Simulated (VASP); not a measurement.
Mg2C: relaxation of cell and atoms with PBEsol

The system is Mg2C.

```
Mg C
1.0
     4.48216    0.00000    0.00000
    -2.24108    3.88167    0.00000
     0.00000    0.00000    3.13451
Mg C
2 1
Direct
  0.33333 0.66667 0.94830
  0.66667 0.33333 0.05170
  0.00000 0.00000 0.50000
```

The cell was built by a generator and needn't be a form met in nature.

```
Program                : VASP 6.6.1
Task                   : relaxation of cell and atoms
Functional             : PBEsol
Potentials or basis    : VASP PAW PBE potentials, release 64 (Mg, C)
Cutoff                 : 600 eV
k mesh                 : 7 × 7 × 9
Occupations            : gaussian, width 0.05 eV
Spin                   : no spin polarisation
Further INCAR settings : ALGO = Normal; EDIFF = 1e-06; IBRION = 2; EDIFFG = -0.01; NSW = 60; ISIF = 3
```

| Property | Result |
| --- | --- |
| Relaxed volume | 16.41 Å³/atom |
| Relaxed cell | a = 3.521 Å, b = 3.521 Å, c = 4.587 Å, α = 90.00°, β = 90.00°, γ = 120.00° |
| Space group after relaxing (to 0.05 Å) | P-3m1 (No. 164) |
| Energy gained by relaxing | 1146.9 meV/atom |
| Ionic steps | 30 |
| Pressure after relaxing | 0.0 GPa |
| Largest force after relaxing | 0.005 eV/Å |
| Band gap on the k mesh | none (metal or under the smearing width) |

Forces in eV/Å, atoms in the order of the input:
```
Mg   0.000  0.000 -0.005
Mg   0.000  0.000  0.005
C    0.000  0.000  0.000
```

The path:
| step | energy change (eV) | largest force (eV/Å) | pressure (GPa) | volume (Å³) |
| --- | --- | --- | --- | --- |
| 1 | 0.0000 | 0.7816 | -7.09 | 54.53 |
| 2 | -0.3156 | 0.9748 | -3.55 | 48.41 |
| 3 | -0.4171 | 1.0864 | 0.99 | 44.04 |
| 4 | -0.4193 | 1.0964 | 2.39 | 43.06 |
| 5 | -0.5980 | 1.3171 | 2.93 | 42.43 |
| 6 | -1.1104 | 1.0061 | 5.52 | 40.58 |
| 7 | -0.4976 | 1.1409 | 20.57 | 37.02 |
| 8 | -1.1948 | 0.3478 | 8.64 | 39.48 |
| 9 | -1.2425 | 0.2294 | 8.48 | 39.52 |
| 10 | -1.3548 | 0.1487 | 8.34 | 39.62 |
| 11 | -1.4217 | 0.8734 | 8.28 | 39.81 |
| 12 | -1.5460 | 0.8766 | 6.63 | 40.32 |
| 13 | -1.8595 | 0.8799 | 2.78 | 41.82 |
| 14 | -2.2947 | 0.7757 | -2.47 | 44.74 |
| 15 | -2.8188 | 0.1025 | -8.30 | 50.18 |
| 16 | -2.6857 | 1.4472 | -12.40 | 59.52 |
| 17 | -2.9246 | 0.7086 | -10.48 | 53.85 |
| 18 | -3.2862 | 0.6939 | -6.28 | 50.81 |
| 19 | -3.4005 | 0.5408 | -2.15 | 48.61 |
| 20 | -3.4064 | 0.4608 | -0.61 | 47.90 |
| 21 | -3.4214 | 0.3346 | 0.12 | 47.71 |
| 22 | -3.4314 | 0.0440 | 1.29 | 47.40 |
| 23 | -3.4358 | 0.0312 | 0.31 | 48.18 |
| 24 | -3.4361 | 0.0327 | 0.01 | 48.45 |
| 25 | -3.4380 | 0.0245 | 0.05 | 48.60 |
| 26 | -3.4405 | 0.0153 | 0.18 | 49.05 |
| 27 | -3.4405 | 0.0153 | 0.16 | 49.02 |
| 28 | -3.4406 | 0.0260 | -0.12 | 49.26 |
| 29 | -3.4406 | 0.0235 | -0.07 | 49.22 |
| 30 | -3.4407 | 0.0048 | -0.01 | 49.24 |

Final structure:
```xyz
3
Lattice="3.5207 0.0000 0.0000 -1.7603 3.0490 0.0000 0.0000 0.0000 4.5874" Properties=species:S:1:pos:R:3 pbc="T T T"
Mg    0.0000    2.0327    3.2052
Mg    1.7603    1.0163    1.3822
C     0.0000    0.0000    2.2937
```

Levels at points of the mesh, in eV from the Fermi level:
```
           k point  band 2  band 3  band 4  band 5  band 6  band 7
(0.00, 0.00, 0.00)   -2.14   -1.98    0.16    0.16    5.48    7.83
```

Wall time 12 min on 1 thread of Intel(R) Xeon(R) Platinum 8375C CPU @ 2.90GHz (Ice Lake) (shared host), peak memory 0.22 GiB.

Caveat: the PAW data sets were made with another functional, which shifts forces and pressure a little.
